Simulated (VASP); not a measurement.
Level of theory: r2SCAN meta-GGA, VASP's PBE PAW potentials (set 64) (plane waves; VASP).

VASP input:

**INCAR**
```
SYSTEM = PbO2
PREC = Accurate
ENCUT = 520
EDIFF = 1E-6
NELM = 100
ALGO = Normal
LREAL = .FALSE.
LASPH = .TRUE.
ISMEAR = 0
SIGMA = 0.05
METAGGA = R2SCAN
LMIXTAU = .TRUE.
LMAXMIX = 4
LWAVE = .FALSE.
LCHARG = .FALSE.
IBRION = 2
ISIF = 3
NSW = 60
EDIFFG = -0.02
```

KPOINTS:
```
Automatic mesh
0
Gamma
4 4 6
0 0 0
```

**POSCAR**
```
PbO2
1
    4.9936779014     0.0000000000     0.0000000000
    0.0000000000     4.9936779014     0.0000000000
    0.0000000000     0.0000000000     3.4168354435
Pb O
2 4
Direct
  1.0000000000   0.0000000000   0.0000000000
  0.5000000000   0.5000000000   0.5000000000
  0.3074101816   0.3074101816   1.0000000000
  0.8074101816   0.1925898184   0.5000000000
  0.1925898184   0.8074101816   0.5000000000
  0.6925898184   0.6925898184   0.0000000000
```

POTCAR, in this order: Pb_d O (PBE.64 set). Program: vasp_std.

What VASP printed:

OUTCAR:
```
 ion  position               nearest neighbor table
   1  0.000  0.000  0.000-   3 2.17   6 2.17   5 2.18   4 2.18   4 2.18   5 2.18   2 3.92   2 3.92
                             2 3.92   2 3.92   2 3.92   2 3.92   2 3.92   2 3.92
   2  0.500  0.500  0.500-   4 2.17   5 2.17   3 2.18   6 2.18   3 2.18   6 2.18   1 3.92   1 3.92
                             1 3.92   1 3.92   1 3.92   1 3.92   1 3.92   1 3.92
   3  0.307  0.307  0.000-   1 2.17   2 2.18   2 2.18
   4  0.807  0.193  0.500-   2 2.17   1 2.18   1 2.18
   5  0.193  0.807  0.500-   2 2.17   1 2.18   1 2.18
   6  0.693  0.693  0.000-   1 2.17   2 2.18   2 2.18
  LATTYP: Found a simple tetragonal cell.
 ALAT       =     4.9936779014
 C/A-ratio  =     0.6842322454
 Subroutine PRICEL returns:
 Original cell was already a primitive cell.
 Subroutine GETGRP returns: Found 16 space group operations
The static configuration has the point symmetry D_2h.
 The point group associated with its full space group is D_4h.
The dynamic configuration has the point symmetry D_2h.
 Subroutine INISYM returns: Found 16 space group operations
 Subroutine IBZKPT returns following result:
 Found     24 irreducible k-points:

 Following reciprocal coordinates:
            Coordinates               Weight
  0.000000  0.000000  0.000000      1.000000
  0.250000  0.000000  0.000000      4.000000
  0.500000  0.000000  0.000000      2.000000
  0.250000  0.250000  0.000000      4.000000
  0.500000  0.250000  0.000000      4.000000
  0.500000  0.500000  0.000000      1.000000
  0.000000  0.000000  0.166667      2.000000
  0.250000  0.000000  0.166667      8.000000
  0.500000  0.000000  0.166667      4.000000
  0.250000  0.250000  0.166667      8.000000
  0.500000  0.250000  0.166667      8.000000
  0.500000  0.500000  0.166667      2.000000
  0.000000  0.000000  0.333333      2.000000
  0.250000  0.000000  0.333333      8.000000
  0.500000  0.000000  0.333333      4.000000
  0.250000  0.250000  0.333333      8.000000
  0.500000  0.250000  0.333333      8.000000
  0.500000  0.500000  0.333333      2.000000
  0.000000  0.000000  0.500000      1.000000
  0.250000  0.000000  0.500000      4.000000
  0.500000  0.000000  0.500000      2.000000
  0.250000  0.250000  0.500000      4.000000
  0.500000  0.250000  0.500000      4.000000
  0.500000  0.500000  0.500000      1.000000
   k-points           NKPTS =     24   k-points in BZ     NKDIM =     24   number of bands    NBANDS=     31
   number of dos      NEDOS =    301   number of ions     NIONS =      6
   total plane-waves  NPLWV =  44800
   dimension x,y,z NGX =    40 NGY =   40 NGZ =   28
   dimension x,y,z NGXF=    80 NGYF=   80 NGZF=   56
   ions per type =               2   4
   PREC   = accura    normal or accurate (medium, high low for compatibility)
   ISTART =      0    job   : 0-new  1-cont  2-samecut
   ICHARG =      2    charge: 1-file 2-atom 10-const
   ISPIN  =      1    spin polarized calculation?
   LNONCOLLINEAR =      F non collinear calculations
   LSORBIT =      F    spin-orbit coupling
   INIWAV =      1    electr: 0-lowe 1-rand  2-diag
   ENCUT  =  520.0 eV  38.22 Ry    6.18 a.u.   9.28  9.28  6.35*2*pi/ulx,y,z
   NELM   =    100;   NELMIN=  2; NELMDL= -5     # of ELM steps
   EDIFF  = 0.1E-05   stopping-criterion for ELM
   LREAL  =      F    real-space projection
   NLSPLINE    = F    spline interpolate recip. space projectors
   LMAXMIX     =    4 max onsite mixed and CHGCAR
   VOSKOWN=      0    Vosko Wilk Nusair interpolation
   EDIFFG = -.2E-01   stopping-criterion for IOM
   NSW    =     60    number of steps for IOM
   NBLOCK =      1;   KBLOCK =     60    inner block; outer block
   IBRION =      2    ionic relax: 0-MD 1-quasi-New 2-CG
   NFREE  =      1    steps in history (QN), initial steepest desc. (CG)
   ISIF   =      3    stress and relaxation
   ISYM   =      2    0-nonsym 1-usesym 2-fastsym
...
```

**OSZICAR**
```
       N       E                     dE             d eps       ncg     rms          rms(c)
DAV:   1     0.584829670606E+03    0.58483E+03   -0.26830E+04  1488   0.207E+03
DAV:   2    -0.665659475951E+02   -0.65140E+03   -0.62845E+03  1635   0.563E+02
DAV:   3    -0.159431622221E+03   -0.92866E+02   -0.91304E+02  1923   0.235E+02
DAV:   4    -0.163345167552E+03   -0.39135E+01   -0.38992E+01  1834   0.519E+01
DAV:   5    -0.163495097974E+03   -0.14993E+00   -0.14991E+00  2063   0.947E+00    0.126E+01
DAV:   6    -0.145959731662E+03    0.17535E+02   -0.19554E+01  2223   0.743E+01    0.412E+00
DAV:   7    -0.141119041329E+03    0.48407E+01   -0.24105E+00  1702   0.118E+01    0.265E+00
DAV:   8    -0.148299516130E+03   -0.71805E+01   -0.19843E+00  1891   0.114E+01    0.144E+00
DAV:   9    -0.142122762614E+03    0.61768E+01   -0.75175E-01  1488   0.742E+00    0.581E-01
DAV:  10    -0.142308386190E+03   -0.18562E+00   -0.31262E-01  1698   0.435E+00    0.345E-01
DAV:  11    -0.142265392218E+03    0.42994E-01   -0.19671E-01  1615   0.432E+00    0.188E-01
DAV:  12    -0.142191648239E+03    0.73744E-01   -0.22574E-02  2210   0.198E+00    0.622E-02
DAV:  13    -0.142263307138E+03   -0.71659E-01   -0.34773E-02  1525   0.167E+00    0.739E-02
DAV:  14    -0.142267374181E+03   -0.40670E-02   -0.14247E-03  2010   0.423E-01    0.347E-02
DAV:  15    -0.142267271190E+03    0.10299E-03   -0.17753E-04  1902   0.147E-01    0.220E-02
DAV:  16    -0.142268801907E+03   -0.15307E-02   -0.43363E-04  1544   0.205E-01    0.662E-03
DAV:  17    -0.142269048741E+03   -0.24683E-03   -0.97618E-05  1586   0.944E-02    0.492E-03
DAV:  18    -0.142269049634E+03   -0.89384E-06   -0.23993E-06  1429   0.126E-02
   1 F= -.14226905E+03 E0= -.14226903E+03  d E =-.142269E+03
       N       E                     dE             d eps       ncg     rms          rms(c)
DAV:   1    -0.142270490815E+03   -0.14421E-02   -0.69823E-02  1841   0.365E+00    0.230E-01
DAV:   2    -0.142269299414E+03    0.11914E-02   -0.35808E-03  2106   0.784E-01    0.786E-02
DAV:   3    -0.142269086649E+03    0.21276E-03   -0.61179E-04  2041   0.497E-01    0.155E-02
DAV:   4    -0.142269081789E+03    0.48596E-05   -0.13072E-04  2145   0.184E-01    0.712E-03
DAV:   5    -0.142269102919E+03   -0.21129E-04   -0.14894E-05  1640   0.381E-02    0.577E-03
DAV:   6    -0.142269085333E+03    0.17586E-04   -0.35370E-06  1359   0.178E-02    0.417E-03
DAV:   7    -0.142269106112E+03   -0.20779E-04   -0.64559E-06  1373   0.264E-02    0.228E-03
DAV:   8    -0.142269104708E+03    0.14045E-05   -0.79716E-07  1024   0.847E-03    0.123E-03
DAV:   9    -0.142269105537E+03   -0.82896E-06   -0.55415E-07   982   0.902E-03
   2 F= -.14226911E+03 E0= -.14226908E+03  d E =-.559025E-04
```

OUTCAR:
```
------------------------ aborting loop because EDIFF is reached ----------------------------------------
  FORCE on cell =-STRESS in cart. coord.  units (eV):
  Direction    XX          YY          ZZ          XY          YZ          ZX
  --------------------------------------------------------------------------------------
  Total        0.0572093      0.0572093      0.1040126      0.0000000      0.0000000      0.0000000
  in kB        1.0777592      1.0777592      1.9594806      0.0000000      0.0000000      0.0000000
  external PRESSURE =       1.3716663 kB  Pullay stress =       0.0000000 kB
  volume of cell :       85.05
      direct lattice vectors                 reciprocal lattice vectors
     4.990455688 -0.000000000  0.000000000     0.200382503  0.000000000  0.000000000
    -0.000000000  4.990455688  0.000000000     0.000000000  0.200382503  0.000000000
     0.000000000  0.000000000  3.414876437     0.000000000  0.000000000  0.292836364
 POSITION                                       TOTAL-FORCE (eV/Angst)
 -----------------------------------------------------------------------------------
      0.00000      0.00000      0.00000         0.000000     -0.000000      0.000000
      2.49523      2.49523      1.70744        -0.000000     -0.000000      0.000000
      1.53342      1.53342      0.00000        -0.006969     -0.006969      0.000000
      4.02865      0.96181      1.70744        -0.006969      0.006969     -0.000000
      0.96181      4.02865      1.70744         0.006969     -0.006969      0.000000
      3.45704      3.45704      3.41488         0.006969      0.006969     -0.000000
 -----------------------------------------------------------------------------------
    total drift:                               -0.000000      0.000000     -0.000000
  FREE ENERGIE OF THE ION-ELECTRON SYSTEM (eV)
  ---------------------------------------------------
  free  energy   TOTEN  =      -142.2691055369 eV

  energy  without entropy=     -142.2690552012  energy(sigma->0) =     -142.26908037

 reached required accuracy - stopping structural energy minimisation
```
(Selected blocks of OUTCAR.)

CONTCAR:
```
PbO2
   1.00000000000000
     4.9904556884346043   -0.0000000000000000    0.0000000000000000
    -0.0000000000000000    4.9904556884346043    0.0000000000000000
     0.0000000000000000    0.0000000000000000    3.4148764366934392
  Pb              O
     2     4
Direct
     0.0000000000000000    0.0000000000000000    0.0000000000000000
     0.5000000000000000    0.5000000000000000    0.5000000000000000
     0.3072705156472135    0.3072705156472135    0.0000000000000000
     0.8072705156472134    0.1927294843527865    0.5000000000000000
     0.1927294843527865    0.8072705156472134    0.5000000000000000
     0.6927294843527866    0.6927294843527866    1.0000000000000000
```

The compound is PbO2 in the rutile structure. This run relaxes it. Symmetry was kept, so distortions that lower it aren't found. The start is the result of an earlier pass.
